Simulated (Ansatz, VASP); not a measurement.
# TiZnSe3: VASP beside Ansatz, part 2 of 2

Wanted: the spread between two codes on one cell, functional and k mesh. The cell is generated by rule, not measured, and may not be a known phase. The cell is taken from a series of runs on this material, whose earlier steps may have relaxed, scaled, displaced or heated it; both programs get it as it stands.

VASP 6.6.1 and Ansatz 0.2.0.

So far: Starting point; VASP: zone-centre phonons, PBE.

## 2. VASP: zone-centre phonons, PBE (continued)

Level of this step: PBE, no spin polarisation; plane waves and PAW (Zn, Ti_sv, Se); invented cell (VASP).

Numbers of over 12 decimals in the logs are rounded to 6 here.

Parts of OUTCAR (step 2):

```text
ion  position               nearest neighbor table
   1  0.000  0.000  0.309-   3 2.54   5 2.54   5 2.54   3 2.54
   2  0.500  0.500  0.535-   4 2.21   3 2.64   5 2.64   3 2.64   5 2.64
   3  0.500  0.000  0.391-   1 2.54   1 2.54   2 2.64   2 2.64
   4  0.500  0.500  0.886-   2 2.21
   5  0.000  0.500  0.391-   1 2.54   1 2.54   2 2.64   2 2.64

  LATTYP: Found a simple tetragonal cell.
 ALAT       =     4.9648913113
 C/A-ratio  =     1.2694689793

 Subroutine GETGRP returns: Found  8 space group operations
 (whereof  8 operations were pure point group operations)

The static configuration has the point symmetry C_4v.

 Found     60 irreducible k-points:

   k-points           NKPTS =     60   k-points in BZ     NKDIM =     60   number of bands    NBANDS=     27

   dimension x,y,z NGX =    36 NGY =   36 NGZ =   48
   dimension x,y,z NGXF=    72 NGYF=   72 NGZF=   96

   ENCUT  =  500.0 eV  36.75 Ry    6.06 a.u.   9.05  9.05 11.49*2*pi/ulx,y,z

   NELECT =      42.0000    total number of electrons

 k-points in reciprocal lattice and weights: Automatic mesh
   0.00000000  0.00000000  0.00000000       0.003
   0.12500000  0.00000000  0.00000000       0.010
   0.25000000  0.00000000  0.00000000       0.010
   0.37500000  0.00000000  0.00000000       0.010
   0.50000000  0.00000000  0.00000000       0.005
   0.12500000  0.12500000  0.00000000       0.010
   0.25000000  0.12500000  0.00000000       0.021
   0.37500000  0.12500000  0.00000000       0.021
   0.50000000  0.12500000  0.00000000       0.010
[...]
0.50000000  0.37500000  0.50000000       0.010
   0.50000000  0.50000000  0.50000000       0.003

 average (electrostatic) potential at core
       1 -38.5888       2 -80.3758       3 -56.9384       4 -56.0485       5 -56.9384

 POSITION                                       TOTAL-FORCE (eV/Angst)
 -----------------------------------------------------------------------------------
      0.00000      0.00000      1.94516         0.000000     -0.000000     -0.010939
      2.48245      2.48245      3.37283         0.000000      0.000000     -0.031056
      2.48245      0.00000      2.46586         0.000000     -0.000000      0.004540
      2.48245      2.48245      5.58469         0.000000      0.000000      0.032916
      0.00000      2.48245      2.46586         0.000000     -0.000000      0.004540
 -----------------------------------------------------------------------------------
    total drift:                                0.000000      0.000000      0.001371

 Eigenvectors and eigenvalues of the dynamical matrix
 ----------------------------------------------------

   1 f  =   12.930955 THz    81.247586 2PiTHz  431.330229 cm-1    53.478109 meV
             X         Y         Z           dx          dy          dz
      0.000000  0.000000  1.945164     0.000000   -0.000000    0.018958
      2.482446  2.482446  3.372826    -0.000000    0.000000   -0.828001
      2.482446  0.000000  2.465856    -0.000000   -0.000000    0.034325
      2.482446  2.482446  5.584693    -0.000000    0.000000    0.558300
      0.000000  2.482446  2.465856     0.000000    0.000000    0.034325

   2 f  =    6.899799 THz    43.352718 2PiTHz  230.152533 cm-1    28.535264 meV
             X         Y         Z           dx          dy          dz
      0.000000  0.000000  1.945164     0.010726   -0.163233    0.000000
      2.482446  2.482446  3.372826    -0.044386    0.675515    0.000000
      2.482446  0.000000  2.465856    -0.019768   -0.649265    0.000000
      2.482446  2.482446  5.584693     0.001718   -0.026148    0.000000
      0.000000  2.482446  2.465856     0.042662    0.300845    0.000000

   3 f  =    6.899799 THz    43.352718 2PiTHz  230.152533 cm-1    28.535264 meV
             X         Y         Z           dx          dy          dz
      0.000000  0.000000  1.945164     0.163233    0.010726    0.000000
      2.482446  2.482446  3.372826    -0.675515   -0.044386    0.000000
      2.482446  0.000000  2.465856    -0.300845    0.042662    0.000000
      2.482446  2.482446  5.584693     0.026148    0.001718    0.000000
      0.000000  2.482446  2.465856     0.649265   -0.019768    0.000000

   4 f  =    5.132644 THz    32.249356 2PiTHz  171.206592 cm-1    21.226902 meV
             X         Y         Z           dx          dy          dz
      0.000000  0.000000  1.945164    -0.009789   -0.636346    0.000000
      2.482446  2.482446  3.372826    -0.005225   -0.339656    0.000000
      2.482446  0.000000  2.465856     0.010461    0.119615   -0.000000
      2.482446  2.482446  5.584693     0.000798    0.051884    0.000000
      0.000000  2.482446  2.465856     0.001840    0.680045   -0.000000

   5 f  =    5.132644 THz    32.249356 2PiTHz  171.206592 cm-1    21.226902 meV
             X         Y         Z           dx          dy          dz
      0.000000  0.000000  1.945164     0.636346   -0.009789   -0.000000
      2.482446  2.482446  3.372826     0.339656   -0.005225    0.000000
      2.482446  0.000000  2.465856    -0.680045    0.001840   -0.000000
      2.482446  2.482446  5.584693    -0.051884    0.000798   -0.000000
      0.000000  2.482446  2.465856    -0.119615    0.010461   -0.000000

   6 f  =    3.858808 THz    24.245604 2PiTHz  128.715968 cm-1    15.958739 meV
             X         Y         Z           dx          dy          dz
      0.000000  0.000000  1.945164    -0.000000    0.000000    0.140994
      2.482446  2.482446  3.372826     0.000000    0.000000    0.361108
      2.482446  0.000000  2.465856     0.000000    0.000000   -0.499518
      2.482446  2.482446  5.584693    -0.000000   -0.000000    0.592186
      0.000000  2.482446  2.465856     0.000000   -0.000000   -0.499518

   7 f  =    2.477997 THz    15.569715 2PiTHz   82.657089 cm-1    10.248168 meV
             X         Y         Z           dx          dy          dz
      0.000000  0.000000  1.945164     0.000000    0.000000    0.885199
      2.482446  2.482446  3.372826    -0.000000    0.000000   -0.223111
      2.482446  0.000000  2.465856    -0.000000    0.000000   -0.158145
      2.482446  2.482446  5.584693     0.000000   -0.000000   -0.341503
      0.000000  2.482446  2.465856    -0.000000    0.000000   -0.158145

   8 f  =    1.861181 THz    11.694146 2PiTHz   62.082319 cm-1     7.697223 meV
             X         Y         Z           dx          dy          dz
      0.000000  0.000000  1.945164     0.111826    0.072799   -0.000000
      2.482446  2.482446  3.372826    -0.347649   -0.226320   -0.000000
      2.482446  0.000000  2.465856    -0.039839   -0.281948   -0.000000
      2.482446  2.482446  5.584693     0.616294    0.401209   -0.000000
      0.000000  2.482446  2.465856    -0.433098   -0.025935    0.000000

   9 f  =    1.861181 THz    11.694146 2PiTHz   62.082319 cm-1     7.697223 meV
             X         Y         Z           dx          dy          dz
      0.000000  0.000000  1.945164    -0.072799    0.111826    0.000000
      2.482446  2.482446  3.372826     0.226320   -0.347649    0.000000
      2.482446  0.000000  2.465856     0.025935   -0.433098    0.000000
      2.482446  2.482446  5.584693    -0.401209    0.616294    0.000000
      0.000000  2.482446  2.465856     0.281948   -0.039839   -0.000000

  10 f  =    0.558616 THz     3.509889 2PiTHz   18.633429 cm-1     2.310250 meV
             X         Y         Z           dx          dy          dz
      0.000000  0.000000  1.945164     0.000000   -0.000000    0.000000
      2.482446  2.482446  3.372826     0.000000   -0.000000    0.000000
      2.482446  0.000000  2.465856     0.000000   -0.000000    0.707107
      2.482446  2.482446  5.584693     0.000000   -0.000000    0.000000
      0.000000  2.482446  2.465856     0.000000   -0.000000   -0.707107

  11 f  =    0.157267 THz     0.988138 2PiTHz    5.245866 cm-1     0.650404 meV
             X         Y         Z           dx          dy          dz
      0.000000  0.000000  1.945164    -0.302735   -0.097542   -0.000000
      2.482446  2.482446  3.372826    -0.402120   -0.129564   -0.000000
      2.482446  0.000000  2.465856    -0.357623   -0.156706   -0.000000
      2.482446  2.482446  5.584693    -0.536807   -0.172961   -0.000000
      0.000000  2.482446  2.465856    -0.486358   -0.115227   -0.000000

  12 f  =    0.157267 THz     0.988138 2PiTHz    5.245866 cm-1     0.650404 meV
             X         Y         Z           dx          dy          dz
      0.000000  0.000000  1.945164     0.097542   -0.302735    0.000000
      2.482446  2.482446  3.372826     0.129564   -0.402120    0.000000
      2.482446  0.000000  2.465856     0.115227   -0.486358   -0.000000
      2.482446  2.482446  5.584693     0.172961   -0.536807    0.000000
      0.000000  2.482446  2.465856     0.156706   -0.357623    0.000000

  13 f/i=    0.031155 THz     0.195750 2PiTHz    1.039205 cm-1     0.128845 meV
             X         Y         Z           dx          dy          dz
      0.000000  0.000000  1.945164     0.000000    0.000000   -0.442927
      2.482446  2.482446  3.372826     0.000000    0.000000   -0.366383
      2.482446  0.000000  2.465856     0.000000    0.000000   -0.473596
      2.482446  2.482446  5.584693     0.000000    0.000000   -0.470099
      0.000000  2.482446  2.465856     0.000000    0.000000   -0.473596

  14 f/i=    0.854580 THz     5.369487 2PiTHz   28.505732 cm-1     3.534259 meV
             X         Y         Z           dx          dy          dz
      0.000000  0.000000  1.945164     0.026858   -0.669716    0.000000
      2.482446  2.482446  3.372826    -0.011029    0.275003    0.000000
      2.482446  0.000000  2.465856     0.022061    0.184663   -0.000000
      2.482446  2.482446  5.584693    -0.014873    0.370858    0.000000
      0.000000  2.482446  2.465856    -0.007406   -0.550102    0.000000

  15 f/i=    0.854580 THz     5.369487 2PiTHz   28.505732 cm-1     3.534259 meV
             X         Y         Z           dx          dy          dz
      0.000000  0.000000  1.945164    -0.669716   -0.026858   -0.000000
      2.482446  2.482446  3.372826     0.275003    0.011029   -0.000000
      2.482446  0.000000  2.465856    -0.550102    0.007406   -0.000000
      2.482446  2.482446  5.584693     0.370858    0.014873   -0.000000
      0.000000  2.482446  2.465856     0.184663   -0.022061   -0.000000

 ELASTIC MODULI CONTR FROM IONIC RELAXATION (kBar)
 Direction    XX          YY          ZZ          XY          YZ          ZX
 --------------------------------------------------------------------------------
 XX        -361.0068     16.3950   -103.1955      0.0000      0.0000     -0.0000
 YY          16.3950   -361.0068   -103.1955      0.0000     -0.0000      0.0000
 ZZ        -103.1955   -103.1955  -1012.1283      0.0000      0.0000     -0.0000
 XY           0.0000      0.0000      0.0000      0.0000      0.0000      0.0000
 YZ           0.0000     -0.0000      0.0000      0.0000    -70.2332      0.0000
 ZX          -0.0000      0.0000     -0.0000      0.0000      0.0000    -71.3600
 --------------------------------------------------------------------------------
```

This run has no spin polarisation, so a moment on Ti, if there is one, isn't seen.

## 3. Ansatz: zone-centre phonons, PBE

Ansatz runs on its PAW soft_1 files.

The same cell, functional, mesh and smearing now go to Ansatz, which takes its cutoff from its data sets.

input.yaml

```yaml
crystal:
  lattice:
    - [4.9648913113, 0.0, 0.0]
    - [0.0, 4.9648913113, 0.0]
    - [0.0, 0.0, 6.3027755052]
  atoms:
    - { symbol: Zn, position: [0.0, 0.0, 0.3086201643] }
    - { symbol: Ti, position: [0.5, 0.5, 0.5351335089] }
    - { symbol: Se, position: [0.5, 0.0, 0.3912333407] }
    - { symbol: Se, position: [0.5, 0.5, 0.8860687785] }
    - { symbol: Se, position: [0.0, 0.5, 0.3912333407] }
kpoints:
  mp_grid: { grid: [8, 8, 6] }
hamiltonian:
  xc: pbe
  pseudopotentials: { kind: paw, azcp: { folder: soft_1 } }
scf:
  occupations: { method: methfessel_paxton, width: 0.2 }
output:
  eigenvalues: true
phonons:
  method: dfpt
```

Launch:

```console
> ansatz run input.yaml --threads 4 --pin off --max-ram 16384MiB --backend cpu --events-out ev --progress --plain --runs-dir out
```

Output:

```text
zone centre: on kpoints.mp_grid the ground state, and the responses unless they are solved on pairs of k-points, stand on 100 of the mesh's 384 k-points, reduced under 4 symmetry operations, with k and −k counted as one. Each operation leaves every solved displacement unchanged or reverses it
Engine: ansatz 0.2.0, aarch64-unknown-linux-gnu
Pseudopotentials: kind: paw
Pseudopotential: Zn, paw, valence charge 12, recommended cutoff 420 eV (normal), soft_1/Zn.paw.azcp
Pseudopotential: Ti, paw, valence charge 12, recommended cutoff 420 eV (normal), soft_1/Ti.paw.azcp
Pseudopotential: Se, paw, valence charge 16, recommended cutoff 420 eV (normal), soft_1/Se.paw.azcp
Functional definition: PBE
  parameter kappa = 0.804
  parameter beta = 0.066725
  exchange = pbe_x(kappa = kappa, mu = beta*pi^2/3)
  correlation = pbe_c(beta = beta)
Crystal: 5 atoms, lattice volume = 155.364 Å³
Basis set: ecut = 420 eV, 3089 PW (Γ), exchange–correlation on 72×72×90 points (8 copies of the dense FFT grid, shifted against one another)
Bands: 44, of which v1, the nominal top of the filled ones, is band 36 counted from 1 (35 counted from 0)
Symmetry: 8 space group operations
k-points: 100 of 384 (irreducible under 4 space group operations, time reversal used)
Non-local potential: Zn, projectors of the file, l = 0: 2, l = 1: 2, l = 2: 3, l = 3: 1
Non-local potential: Ti, projectors of the file, l = 0: 3, l = 1: 2, l = 2: 3, l = 3: 1
Non-local potential: Se, projectors of the file, l = 0: 2, l = 1: 2, l = 2: 3, l = 3: 1
PAW form: soft (Blöchl's): semilocal exchange-correlation on the pseudo side does not see the compensation charge
PAW one-centre angular grid: Zn, 590 points (default); XC on 64 Gauss nodes
PAW one-centre angular grid: Ti, 590 points (default); XC on 64 Gauss nodes
PAW one-centre angular grid: Se, 590 points (default); XC on 64 Gauss nodes
Initial density: superposition of atomic densities (chi_scale 0.1, normalization cell, long waves kept (reshape's long-wave potential 0.04 eV rms))
Initial wavefunctions: pseudopotential atomic-orbital guess
Functional: x = pbe(κ = 0.804, μ = 0.219515), c = pbe(β = 0.066725)
SCF iter   1: F=—  HF=-22233.863895 eV  |F-HF|=—  |Δ(HF+E_count)|=         —  Δρ=1.64e-1  dr2=8.97e1  ethr=3.10e-3  ⟨swp⟩=6.6  Hψ=16728  notcnv=0
preconditioner: auto → LDOS  [metal: Δε(μ)=0.017 eV  Ē_g=8.081 eV  σ=0.200 eV  W_gap=0.07  n_scr=36 (ndim 8)  ℏωp=17.4 eV  f_vac=0.212  D(μ)=3.86/eV (n_scr^D=28)  β→1.0]
SCF iter   2: F=—  HF=-22238.830437 eV  |F-HF|=—  |Δ(HF+E_count)|=    4.97e0  S|Δr|=    0.00e0  Δρ=1.29e-1  dr2=3.97e1  ethr=3.10e-3  ⟨swp⟩=4.1  Hψ=12012  notcnv=0  defer=163
SCF iter   3: F=—  HF=-22235.747764 eV  |F-HF|=—  |Δ(HF+E_count)|=    3.08e0  S|Δr|=    0.00e0  Δρ=1.02e-1  dr2=3.14e1  ethr=3.10e-3  ⟨swp⟩=4.0  Hψ=10315  notcnv=0  defer=127
SCF iter   4: F=—  HF=-22230.401801 eV  |F-HF|=—  |Δ(HF+E_count)|=    5.35e0  S|Δr|=    0.00e0  Δρ=5.97e-2  dr2=1.07e1  ethr=3.10e-3  ⟨swp⟩=3.7  Hψ=9936  notcnv=0  defer=137
SCF iter   5: F=—  HF=-22228.763193 eV  |F-HF|=—  |Δ(HF+E_count)|=    1.64e0  S|Δr|=    0.00e0  Δρ=1.52e-2  dr2=6.60e-1  ethr=3.10e-3  ⟨swp⟩=3.1  Hψ=8475  notcnv=0  defer=141
SCF iter   6: F=—  HF=-22228.637571 eV  |F-HF|=—  |Δ(HF+E_count)|=   1.26e-1  S|Δr|=    0.00e0  Δρ=5.32e-3  dr2=6.78e-2  ethr=9.17e-4  ⟨swp⟩=2.0  Hψ=6383  notcnv=0  defer=143
SCF iter   7: F=—  HF=-22228.640367 eV  |F-HF|=—  |Δ(HF+E_count)|=   2.80e-3  S|Δr|=    0.00e0  Δρ=6.86e-3  dr2=1.39e-1  ethr=9.41e-5  ⟨swp⟩=2.0  Hψ=7793  notcnv=0  defer=143
SCF iter   8: F=—  HF=-22228.626881 eV  |F-HF|=—  |Δ(HF+E_count)|=   1.35e-2  S|Δr|=    0.00e0  Δρ=7.05e-4  dr2=1.26e-3  ethr=9.41e-5  ⟨swp⟩=2.0  Hψ=4605  notcnv=0  defer=143
SCF iter   9: F=—  HF=-22228.626717 eV  |F-HF|=—  |Δ(HF+E_count)|=   1.65e-4  S|Δr|=    0.00e0  Δρ=3.82e-4  dr2=2.15e-4  ethr=1.75e-6  ⟨swp⟩=2.0  Hψ=5731  notcnv=0  defer=143
SCF iter  10: F=—  HF=-22228.626726 eV  |F-HF|=—  |Δ(HF+E_count)|=   9.07e-6  S|Δr|=    0.00e0  Δρ=3.78e-4  dr2=4.16e-4  ethr=2.99e-7  ⟨swp⟩=2.0  Hψ=5027  notcnv=0  defer=143
SCF iter  11: F=—  HF=-22228.626684 eV  |F-HF|=—  |Δ(HF+E_count)|=   4.20e-5  S|Δr|=    0.00e0  Δρ=4.37e-5  dr2=3.45e-6  ethr=2.99e-7  ⟨swp⟩=2.0  Hψ=4369  notcnv=0  defer=143
SCF iter  12: F=—  HF=-22228.626685 eV  |F-HF|=—  |Δ(HF+E_count)|=   9.35e-7  S|Δr|=    0.00e0  Δρ=1.60e-5  dr2=1.98e-7  ethr=4.79e-9  ⟨swp⟩=2.0  Hψ=7779  notcnv=0  defer=143
SCF iter  13: F=—  HF=-22228.626685 eV  |F-HF|=—  |Δ(HF+E_count)|=   2.12e-8  S|Δr|=    0.00e0  Δρ=5.50e-6  dr2=2.63e-8  ethr=2.75e-10  ⟨swp⟩=2.5  Hψ=7256  notcnv=0  defer=143
SCF iter  14: F=—  HF=-22228.626685 eV  |F-HF|=—  |Δ(HF+E_count)|=   1.24e-8  S|Δr|=    0.00e0  Δρ=1.04e-6  dr2=1.30e-9  ethr=3.65e-11  ⟨swp⟩=2.0  Hψ=5434  notcnv=0  defer=143
SCF iter  15: F=—  HF=-22228.626685 eV  |F-HF|=—  |Δ(HF+E_count)|=  2.33e-10  S|Δr|=    0.00e0  Δρ=2.53e-7  dr2=7.07e-11  ethr=1.80e-12  ⟨swp⟩=2.0  Hψ=5894  notcnv=0  defer=143
SCF iter  16: F=-22228.626685 eV  HF=-22228.626685 eV  |F-HF|=0.00e0  |Δ(HF+E_count)|=  1.09e-11  S|Δr|=    0.00e0  Δρ=5.13e-8  dr2=7.35e-12  ethr=1.00e-12  ⟨swp⟩=13.7  Hψ=23946  notcnv=0
SCF 1 converged in 16 iterations: F = -22228.626685 eV  dr2 = 7.35e-12
  greatest PAW one-centre occupation: 1.000 electrons in one spin orbital (limit 2), on the Se atom at site 3 (counted from 0), in its partial waves of l = 2
DFPT response loops at Γ: preconditioner auto → none (partly filled bands, converged f_vac=0.241); β = 0.50; Broyden in place of MSR1
SCF converged after 16 iterations
Stability not checked: this state was not tested for a lower state beside it, because cold or Methfessel-Paxton smearing, or corrected tetrahedra, fill the levels in a way that the test cannot read (fill_not_monotonic; see scf.lower_state_search)
Free energy (F): -22228.626685 eV
Harris-Foulkes:  -22228.626685 eV  (|F-HF|=0.00e0)
Internal energy: -22228.630676 eV  (E = F + TS)
E sigma→0 (E₀):  -22228.627682 eV
Entropy (-TS):   0.003991 eV (0.798 meV/atom)
Fermi energy:    4.472958 eV
Step filling:    the computed levels leave a gap of 0.2600 eV = 1.3 smearing widths at the electron count; against every level under it full and every level over it empty, smearing changes F+E_penalty+E_count by +2.122 meV and its σ→0 estimate by +1.125 meV
--- Per-component energies (eV) ---
  E_band       = -1596.520172
  E_kinetic    = 756.412463
  E_local      = -13960.930363  (includes V_loc(G=0)·N_el)
  E_nonlocal   = -181.244841
  E_hartree    = 6705.942942
  E_xc         = -447.621809
  E_vxc        = -464.294918  (∫ρ·V_xc dr)
  E_paw        = -9330.310155  (= ΣΔE_a)
  E_vpaw       = -1158.347059  (= ΣTr[D̂ρ^β])
  E_aug_tail   = -0.001406  (compensation charges beyond the density's cutoff)
  E_ewald      = -5770.877507
  E_smearing   = 0.003991  (= −TS)
  E_closure    = 0.000000  (closes the sum)
  Σ components = -22228.626685   (vs F -22228.626685, Δ=0.00e0)
--- Band table (eV; the first three rows and the last of 100) ---
  k-point 0: bands = [... 32 lower, 2.9257, 2.9257, 3.4459, 3.4459, 3.9689, 4.8802, 6.5131, 6.8775, ... 4 higher]
  k-point 1: bands = [... 32 lower, 2.9089, 2.9089, 3.4659, 3.4659, 4.0136, 4.8810, 6.5137, 6.8459, ... 4 higher]
  k-point 2: bands = [... 32 lower, 2.8784, 2.8784, 3.5025, 3.5025, 4.0928, 4.8824, 6.5148, 6.7856, ... 4 higher]
  k-point 99: bands = [... 32 lower, 2.6053, 3.8787, 3.8787, 4.6927, 4.8438, 5.9612, 5.9612, 6.4802, ... 4 higher]
--- Phonons (Γ-DFPT): 9 representative perturbations + reference, on 100 of 384 k-points (Σ response iterations 30) ---
  k mesh reduced under 4 symmetry operations, with k and −k counted as one. Each operation leaves every solved displacement unchanged or reverses it
  ASR residual: 8.636e-5 → 0.000e0 eV/Å²; symmetrization residual: 9.245e-6 eV/Å²
  ASR residual per site (eV/Å²): 3.50e-5 8.64e-5 6.69e-5 3.35e-5 6.69e-5
  Γ frequencies (cm⁻¹): -20.63 -20.63 0.00 0.00 0.00 19.89 62.62 62.62 84.33 128.65 170.16 170.16 228.91 228.91 429.60
  non-analytic LO–TO correction: not included (Born effective charges unavailable; polar crystals: no LO–TO splitting at Γ)
```

In the SCF lines HF is the Harris–Foulkes energy and dr2 the Hartree energy of the density residual, in eV; the loop may stop once dr2 is under the threshold and the program's other checks hold. Hψ counts applications of the Hamiltonian.

## 4. Side by side

Known differences besides the potentials themselves: the data sets hold 72 valence electrons in Ansatz (on its PAW soft_1 files) and 42 in VASP; the cutoff is 420 eV in Ansatz and 500 eV in VASP. Total energies have different zeros and are not compared.

Compared:

```csv
quantity,Ansatz,VASP,difference
"optical mode 1 to 2 (imaginary, printed as negative) (cm⁻¹)",-20.6,-28.5,+7.9
optical mode 3 (cm⁻¹),19.9,18.6,+1.3
optical mode 4 to 5 (cm⁻¹),62.6,62.1,+0.87 %
optical mode 6 (cm⁻¹),84.3,82.7,+2.02 %
optical mode 7 (cm⁻¹),128.7,128.7,-0.05 %
optical mode 8 to 9 (cm⁻¹),170.2,171.2,-0.61 %
optical mode 10 to 11 (cm⁻¹),228.9,230.2,-0.54 %
optical mode 12 (cm⁻¹),429.6,431.3,-0.40 %
```

Modes are paired by rising frequency, not by their patterns, so a pair may set unlike modes beside each other; they are those without the splitting of longitudinal modes.

## 5. Results

```json
{
  "r.m.s. difference of the optical zone-centre modes, each program's sorted by frequency (zone-centre phonons, PBE)": "3.4 cm⁻¹",
  "difference in optical mode 6 (zone-centre phonons, PBE)": "+2.0 %"
}
```

What this shows: The r.m.s. difference of the optical zone-centre modes, each program's sorted by frequency is 3.4 cm⁻¹ (zone-centre phonons, PBE). The data sets hold unlike numbers of valence electrons (72 in Ansatz and 42 in VASP), so part of the differences comes from the potentials. Among the rows given in per cent, the largest difference of the zone-centre phonons, PBE pair is in optical mode 6, +2.0 %. What causes the difference of the zone-centre phonons, PBE pair stays open here. How closely two codes agree says nothing of how well the functional describes the real material.

[Lines on the potential files, build, host, timing and source positions are cut from VASP's logs without a mark.]

[Logs are printed without paths, hosts, clocks, repeated set-up lines and the standing remarks that a program may print on its own settings, such as how far it seeks lower states.]

[Hosts, paths, dates, database ids (printed as entryN), source tags and the programs' standing remarks are cut or masked in the printed files.]
